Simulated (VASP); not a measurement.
Runs of VASP 6.6.1 on B12Ru. The structure is cubic, space group Pm-3m (No. 221). The conventional cell has a = 4.487 Å, b = 4.487 Å, c = 4.487 Å, α = 90.00°, β = 90.00°, γ = 90.00°. B (site symmetry mm2) has 6 B at 1.84 to 1.89 Å as nearest neighbours. Around Ru (site symmetry m-3m) lie 24 B at 2.61 Å. The cell was built by a generator and needn't be a form met in nature.

```csv
task,cell,k mesh,cutoff (eV),gap on the mesh (eV),pressure (GPa),relaxed volume (Å³/atom),largest force (eV/Å)
single point,"random cell by space group and Wyckoff sites (Pm-3m, No. 221)",8 × 8 × 8,520,none,0.0,-,0.01
relaxation of cell and atoms,"relaxed from: random cell by space group and Wyckoff sites (Pm-3m, No. 221)",4 × 4 × 4,600,none,0.2,6.96,-
single point,"random cell by space group and Wyckoff sites (Pm-3m, No. 221)",4 × 4 × 4,520,none,(a),-,0.01
relaxation of cell and atoms,"relaxed from: random cell by space group and Wyckoff sites (Pm-3m, No. 221)",8 × 8 × 8,600,none,0.0,6.95,-
single point,as given,8 × 8 × 8,520,none,0.0,-,0.01
```

Alike in all rows: level PBE; potentials or basis VASP PAW PBE potentials, release 64 (B, Ru_pv); no spin polarisation; smearing gaussian 0.1 eV.

Estimate the missing entries.

(a) 0.1.

A k mesh can miss the band edges, and the runs leave out spin-orbit coupling on Ru.

A gap of «none» marks a metal or a gap under the smearing width.
